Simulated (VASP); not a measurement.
# Cr monolayer on Nb(110) in VASP, part 3 of 3

Aim: model Cr monolayer on Nb(110) by a slab and find how far its highest filled level lies below the vacuum.

VASP 6.6.1; PBE, spin-polarised from a ferromagnetic start; plane waves and PAW (Nb_pv, Cr).

Still holding for the runs below: The magnetic state follows from one typed start and may not be the lowest.

So far. Step 2 (Surface relaxation): The run ended after 7 ionic steps, 0.057 eV below its first step, once the forces on the free atoms met EDIFFG = -0.03. Step 3 (Vacuum level and density of states): The vacuum level lies 3.55 eV above the Fermi level at the upper face; the two faces differ by 0.96 eV, the step that the slab's dipole of -0.082 e·Å makes.

**4. Tunnelling image, filled states within 1 eV**

A partial density over this window, at constant height above the top atom, is the Tersoff-Hamann picture of a tunnelling image.

INCAR reads:

```
SYSTEM = Nb4Cr
PREC = Normal
ENCUT = 300
EDIFF = 1E-05
NELM = 120
ISMEAR = -1
SIGMA = 0.1
LREAL = .FALSE.
ALGO = Fast
GGA = PE
NBANDS = 88
ISPIN = 2
MAGMOM = 0 0 0 0 0 0 0 0 3 3
LASPH = .TRUE.
LMAXMIX = 4
LWAVE = .FALSE.
LCHARG = .FALSE.
ISTART = 1
LPARD = .TRUE.
NBMOD = -3
EINT = -1 0
LSEPB = .FALSE.
LSEPK = .FALSE.
```

POSCAR reads:

```
Nb4Cr
1.0
    4.6669047558      0.0000000000      0.0000000000
    0.0000000000      3.3000000000      0.0000000000
    0.0000000000      0.0000000000     26.1203839893
Nb Cr
8 2
Direct
    0.0000000000      0.0000000000      0.3260728348
    0.5000000000      0.5000000000      0.3260728348
    0.0000000000      0.5000000000      0.4132400097
    0.5000000000      0.0000000000      0.4132400097
    0.0000000000      0.0000000000      0.5043992736
    0.5000000000      0.5000000000      0.5043992736
    0.0000000000      0.5000000000      0.5955055977
    0.5000000000      0.0000000000      0.5955055977
    0.0000000000      0.0000000000      0.6730385467
    0.5000000000      0.5000000000      0.6730385467
```

KPOINTS reads:

```
Automatic mesh
0
Gamma
6 8 1
0 0 0
```

The projector-augmented-wave data sets are Nb_pv and Cr (PBE family, release 64).

The WAVECAR or CHGCAR of an earlier step is read.

On the command line:

```bash
mpirun -np 4 vasp_std
```

Output:

```text
[banner, memory and clock lines left out]
running    4 mpi-ranks, on    1 nodes
 distrk:  each k-point on    4 cores,    1 groups
 distr:  one band on    1 cores,    4 groups

 POSCAR found type information on POSCAR NbCr
 POSCAR found :  2 types and      10 ions
 LDA part: xc-table for (Slater+PW92), standard interpolation
 found WAVECAR, reading the header
 POSCAR, INCAR and KPOINTS ok, starting setup
 FFT: planning ... GRIDC
 FFT: planning ... GRID_SOFT
 FFT: planning ... GRID
 reading WAVECAR
 the WAVECAR file was read successfully
Calculating partial charge density.
NDMOD =  -3
Energy range w.r.t. Fermi energy from INCAR:   -1.000   0.000
Efermi =    0.062
No KPOINTS given: use all of them.

*****************************************************
* Parameters from pardens
*****************************************************

NBMOD is set to  -3
Selected energy range (EINT)   -0.9380   0.0620
Selected all k-points to calculate charge density.
k-point no.    1; bands inside the range   10
  41  42  43  44  45  46  47  48  49  50
k-point no.    2; bands inside the range   10
  41  42  43  44  45  46  47  48  49  50
k-point no.    3; bands inside the range   14
  39  40  41  42  43  44  45  46  47  48
  49  50  51  52
k-point no.    4; bands inside the range   14
  39  40  41  42  43  44  45  46  47  48
  49  50  51  52
k-point no.    5; bands inside the range   11
  41  42  43  44  45  46  47  48  49  50
  51
k-point no.    6; bands inside the range   12
  41  42  43  44  45  46  47  48  49  50
  51  52
k-point no.    7; bands inside the range   13
  41  42  43  44  45  46  47  48  49  50
  51  52  53
k-point no.    8; bands inside the range   16
  39  40  41  42  43  44  45  46  47  48
  49  50  51  52  53  54
k-point no.    9; bands inside the range   10
  44  45  46  47  48  49  50  51  52  53
k-point no.   10; bands inside the range   13
  42  43  44  45  46  47  48  49  50  51
  52  53  54
k-point no.   11; bands inside the range   14
  42  43  44  45  46  47  48  49  50  51
  52  53  54  55
k-point no.   12; bands inside the range   14
  43  44  45  46  47  48  49  50  51  52
  53  54  55  56
k-point no.   13; bands inside the range   12
  42  43  44  45  46  47  48  49  50  51
  52  53
k-point no.   14; bands inside the range   14
  41  42  43  44  45  46  47  48  49  50
  51  52  53  54
k-point no.   15; bands inside the range   13
  41  42  43  44  45  46  47  48  49  50
  51  52  53
k-point no.   16; bands inside the range    6
  43  44  45  46  49  50
k-point no.   17; bands inside the range   10
  43  44  45  46  47  48  49  50  51  52
k-point no.   18; bands inside the range   12
  41  42  43  44  45  46  47  48  49  50
  51  52
k-point no.   19; bands inside the range   10
  41  42  43  44  45  46  47  48  49  50
k-point no.   20; bands inside the range   12
  41  42  43  44  45  46  47  48  49  50
  51  52
Finished calculating partial charge density.
VASP will stop now.
```

Elapsed: 6.4 s, on 4 MPI ranks of Intel Xeon Platinum 8175M at 2.50GHz (Skylake/Cascade Lake), shared host.

OUTCAR, selected parts (step 4):

```text
The static configuration has the point symmetry C_2v.

 Found     20 irreducible k-points:

   NELECT =     100.0000    total number of electrons

[... 8 parts as in an earlier step ...]
```

Local density of states in the window along a and b. Constant height, 2.5 Å above the top atom.

Ten even steps from '0' (1.03 × 1e-3 e/Å³) to '9' (1.48 × 1e-3 e/Å³), each cell a mean:
```
999876543211000000011234567899
988766543211100000112234567888
877665433221111111112234456777
666554433222222222222333445666
554444333333333333333333344445
333333333344444444444333333333
222222333445566665554433322222
111122234456677777665433222111
000112234566788888765443211100
000011234567899999876543211000
000011234567899999876543211000
000011234567899999876543211000
000112234567888988766543211100
111112234456777877665433221111
222222333445666666554433222222
333333333344445554444333333333
444444333333333333333333344444
665554433322222222222333445566
777665433222111111122234456677
888765443211100000112234566788
999876543211000000011234567899
999876543211000000011234567899
```
Columns: along a (fractional) from 0 to 0.975; rows upwards: along b (fractional) from 0 to 0.964.

Partial charge density in the ca plane at fractional y = 0.000, with atoms of Nb and Cr within 0.2 Å of it. It is the smooth field of the valence electrons, not physical close to the nuclei.

Values in units of 1e-1 Å⁻³, 7 rows by 16 columns, each cell a mean:
```
2.0 0.7 0.4 0.5 1.6 1.1 0.5 0.3 2.4 5.3 0.4 0.0 0.0 0.0 0.0 0.0
0.7 0.3 0.5 0.5 0.7 0.5 0.5 0.4 0.4 0.7 0.2 0.0 0.0 0.0 0.0 0.0
0.4 0.4 1.3 0.6 0.5 0.5 0.7 1.1 0.4 0.3 0.1 0.0 0.0 0.0 0.0 0.0
0.4 0.7 2.1 0.8 0.5 0.5 1.1 1.9 0.5 0.3 0.1 0.0 0.0 0.0 0.0 0.0
0.4 0.3 1.0 0.5 0.6 0.5 0.6 0.8 0.3 0.3 0.1 0.0 0.0 0.0 0.0 0.0
1.0 0.4 0.5 0.5 0.8 0.6 0.5 0.4 0.7 1.4 0.2 0.0 0.0 0.0 0.0 0.0
2.5 0.8 0.4 0.6 2.0 1.5 0.6 0.3 3.2 7.1 0.4 0.0 0.0 0.0 0.0 0.0
```
Columns run along c (16.0 Å, from fractional 0.33 to 0.94 of the cell), rows up along a (4.7 Å). Atoms in or near the plane, at fractional coordinates: Nb at (0.41, 0.50), Nb at (0.50, 0.00), Nb at (0.60, 0.50), Cr at (0.67, 0.00).

Shared out to the nearest atoms, the partial charge density has 77 % on Nb; its largest share on one atom is 12 % (Nb1), and it takes 8 of the 10 atoms to pass 80 %.

Between its 5th and 95th percentile the partial density varies by a factor of 1.4, which sets the contrast of the image.

**5. Tunnelling image, empty states within 1 eV**

A partial density over this window, at constant height above the top atom, is the Tersoff-Hamann picture of a tunnelling image.

INCAR, as its differences from that of step 4:

```diff
@@ -20,3 +20,3 @@
 NBMOD = -3
-EINT = -1 0
+EINT = 0 1
 LSEPB = .FALSE.
```

POSCAR is that of step 4.

KPOINTS is that of step 4.

The WAVECAR or CHGCAR of an earlier step is read.

On the command line:

```bash
mpirun -np 4 vasp_std
```

Output:

```text
[banner, memory and clock lines left out]
 POSCAR found type information on POSCAR NbCr
 POSCAR found :  2 types and      10 ions
 LDA part: xc-table for (Slater+PW92), standard interpolation
 found WAVECAR, reading the header
 POSCAR, INCAR and KPOINTS ok, starting setup
 FFT: planning ... GRIDC
 FFT: planning ... GRID_SOFT
 FFT: planning ... GRID
 reading WAVECAR
 the WAVECAR file was read successfully
Calculating partial charge density.
NDMOD =  -3
Energy range w.r.t. Fermi energy from INCAR:    0.000   1.000
Efermi =    0.062
No KPOINTS given: use all of them.

NBMOD is set to  -3
Selected energy range (EINT)    0.0620   1.0620
Selected all k-points to calculate charge density.
k-point no.    1; bands inside the range   13
  46  47  48  49  50  51  52  53  54  55
  56  57  58
k-point no.    2; bands inside the range   15
  45  46  47  48  49  50  51  52  53  54
  55  56  57  58  59
k-point no.    3; bands inside the range   13
  47  48  49  50  51  52  53  54  55  56
  57  58  59
k-point no.    4; bands inside the range   14
  47  48  49  50  51  52  53  54  55  56
  57  58  59  60
k-point no.    5; bands inside the range   10
  47  48  49  50  51  52  53  54  55  56
k-point no.    6; bands inside the range   12
  47  48  49  50  51  52  53  54  55  56
  57  58
k-point no.    7; bands inside the range   10
  49  50  51  52  53  54  55  56  57  58
k-point no.    8; bands inside the range   12
  49  50  51  52  53  54  55  56  57  58
  59  60
k-point no.    9; bands inside the range   10
  49  50  51  52  53  54  55  56  57  58
k-point no.   10; bands inside the range    9
  49  50  51  52  53  55  56  57  58
k-point no.   11; bands inside the range    9
  50  51  52  53  54  56  57  58  59
k-point no.   12; bands inside the range    8
  51  52  53  54  57  58  59  60
k-point no.   13; bands inside the range   10
  50  51  52  53  54  55  56  57  58  59
k-point no.   14; bands inside the range   10
  50  51  52  53  54  55  56  57  58  59
k-point no.   15; bands inside the range   11
  48  49  50  51  52  53  54  55  56  57
  58
k-point no.   16; bands inside the range   12
  47  48  49  50  51  52  53  54  55  56
  57  58
k-point no.   17; bands inside the range   10
  49  50  51  52  53  54  55  56  57  58
k-point no.   18; bands inside the range   12
  47  48  49  50  51  52  53  54  55  56
  57  58
k-point no.   19; bands inside the range   12
  45  46  47  48  49  50  51  52  53  54
  55  56
k-point no.   20; bands inside the range   10
  45  46  47  48  49  50  53  54  55  56
Finished calculating partial charge density.
VASP will stop now.

[... 2 parts as in an earlier step ...]
```

Run time: 6.6 s. Hardware: 4 MPI ranks.

Parts of OUTCAR (step 5):

```text
   NELECT =     100.0000    total number of electrons

[... 8 parts as in an earlier step ...]

[... 2 further parts left out ...]
```

The partial density went to PARCHG and is not drawn here.

**6. Derived quantities**

This step: slab, PBE; plane waves and PAW (VASP 6.6.1).

This step runs nothing: it gathers the runs above.

**7. Results**

```yaml
work_function_of_the_slab: 3.55 eV
```

The work function is 3.55 eV at the upper face and 4.51 eV at the lower. The atom that ends on top (Cr) moved inwards by 0.04 Å, counted from the mean of all atoms. The largest moment is 2.93 μB. The cell in the plane was kept as given and was not relaxed here.

[Lines on the potential files, build, host, timing and source positions are cut from VASP's logs without a mark.]

[Logs are printed without paths, hosts, clocks, repeated set-up lines and the standing remarks that a program may print on its own settings, such as how far it seeks lower states.]

[Hosts, paths, dates, database ids (printed as entryN), source tags and the programs' standing remarks are cut or masked in the printed files.]

[In band tables of VASP the shares of atoms and orbitals are scaled to a sum of 1 inside the atoms' spheres.]

[Runs that stopped without an error message from VASP are left out.]
